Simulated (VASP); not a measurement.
OSZICAR of a VASP run on TiCo (CsCl type):

**OSZICAR**
```
       N       E                     dE             d eps       ncg     rms          rms(c)
DAV:   1     0.144112759648E+03    0.14411E+03   -0.90630E+03  6048   0.158E+03
DAV:   2     0.160527084285E+00   -0.14395E+03   -0.14147E+03  6192   0.373E+02
DAV:   3    -0.738272431994E+01   -0.75433E+01   -0.75106E+01  9180   0.106E+02
DAV:   4    -0.755813640348E+01   -0.17541E+00   -0.17527E+00  7478   0.128E+01
DAV:   5    -0.756321845083E+01   -0.50820E-02   -0.50819E-02  8922   0.193E+00    0.124E+01
DAV:   6    -0.103630421104E+02   -0.27998E+01   -0.74566E+01  9914   0.977E+01    0.347E+01
DAV:   7    -0.439741806978E+01    0.59656E+01   -0.96698E+01  8940   0.107E+02    0.953E+00
DAV:   8    -0.301818669965E+01    0.13792E+01   -0.61088E+00  8742   0.315E+01    0.290E+00
DAV:   9    -0.300636477419E+01    0.11822E-01   -0.32327E+00  8598   0.154E+01    0.393E+00
DAV:  10    -0.309086076921E+01   -0.84496E-01   -0.35333E+00  8998   0.205E+01    0.353E+00
DAV:  11    -0.294725025994E+01    0.14361E+00   -0.16153E+00  9156   0.120E+01    0.116E+00
DAV:  12    -0.294317452647E+01    0.40757E-02   -0.24728E-02  6758   0.173E+00    0.906E-01
DAV:  13    -0.294634857754E+01   -0.31741E-02   -0.14301E-02  9356   0.124E+00    0.694E-01
DAV:  14    -0.294811774431E+01   -0.17692E-02   -0.12815E-02  8948   0.107E+00    0.496E-01
DAV:  15    -0.294688630059E+01    0.12314E-02   -0.29382E-03  9172   0.399E-01    0.423E-01
DAV:  16    -0.294726214992E+01   -0.37585E-03   -0.57015E-03  8720   0.667E-01    0.302E-01
DAV:  17    -0.294828347968E+01   -0.10213E-02   -0.75723E-03  9296   0.881E-01    0.167E-01
DAV:  18    -0.294869961923E+01   -0.41614E-03   -0.29064E-03  9556   0.532E-01    0.823E-02
DAV:  19    -0.294868630511E+01    0.13314E-04   -0.62373E-05  6318   0.844E-02    0.838E-02
DAV:  20    -0.294867665576E+01    0.96494E-05   -0.15369E-05  9258   0.387E-02    0.718E-02
DAV:  21    -0.294889744359E+01   -0.22079E-03   -0.93355E-04  9580   0.304E-01    0.752E-02
DAV:  22    -0.294893226371E+01   -0.34820E-04   -0.50072E-05  9108   0.589E-02    0.758E-02
DAV:  23    -0.294901991701E+01   -0.87653E-04   -0.23373E-03  9432   0.453E-01    0.306E-02
DAV:  24    -0.294902427108E+01   -0.43541E-05   -0.18255E-04  9478   0.111E-01    0.870E-03
DAV:  25    -0.294902736571E+01   -0.30946E-05   -0.30212E-05  9232   0.611E-02    0.705E-03
DAV:  26    -0.294902681851E+01    0.54720E-06   -0.63829E-06  7092   0.239E-02
   1 F= -.29490268E+01 E0= -.29487619E+01  d E =-.794890E-03
```

Problem. Which electronic solver shows in the log?

Solution. It is blocked Davidson (ALGO = Normal, or the opening steps of other solvers). The INCAR had ALGO = Normal.

Problem. How was spin treated?

Solution. Without spin polarisation: there is no mag entry.

Problem. Can the final energy be trusted as converged?

Solution. The run converged. It stopped with EDIFF = 1E-6, NELM = 100 (PBE GGA + U (Dudarev), plane waves, VASP's PBE PAW potentials (set 64)).

The compound is TiCo in the CsCl type structure. The cell was not relaxed at this level, atoms are displaced from their ideal sites. The run is one of a series of settings (LDAU = .TRUE., LDAUJ = 0 0, LDAUL = 2 2, LDAUTYPE = 2, LDAUU = 8.0 8.0 against the base run), some of them coarse on purpose. The run is not spin-polarised, so no magnetic state was tried. The electron count is odd and the run is not spin-polarised, which forces a metal.
